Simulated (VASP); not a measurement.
Given:

```
Ho
1.0
    1.79000    -3.10037     0.00000
    1.79000     3.10037     0.00000
    0.00000     0.00000     5.62000
Ho
2
Direct
  0.33333   0.66667   0.25000
  0.66667   0.33333   0.75000
```

The numbers are results of PBE GGA with D4 dispersion, VASP's PBE PAW potentials (set 64) (plane waves; VASP), not measurements. Numerical set-up: 520 eV cut-off, 11×11×6 Γ-centred mesh, first-order Methfessel-Paxton smearing of 0.10 eV, potentials Ho_3.

The 4f electrons are frozen in the core of the lanthanide potential, so 4f levels, which can set the real gap, and their magnetism are missing.

Problem. The ions, cell shape and volume are relaxed. Give the cell that the relaxation ends in.

Solution. 
```
Ho
1.0
    1.79056    -3.10135     0.00000
    1.79056     3.10135     0.00000
    0.00000     0.00000     5.51287
Ho
2
Cartesian
  1.79056   1.03378   1.37822
  1.79056  -1.03378   4.13466
```
Space group P6_3/mmc (194), at a tolerance of 0.03 Å.

Problem. How do energy and volume change from the first to the last step?

Solution. The energy (σ→0) changes by -3.1 meV/atom and the volume by -1.8 %, in 5 ionic steps.

The compound is Ho in the hcp structure. This run relaxes it. Symmetry was kept, so distortions that lower it aren't found.
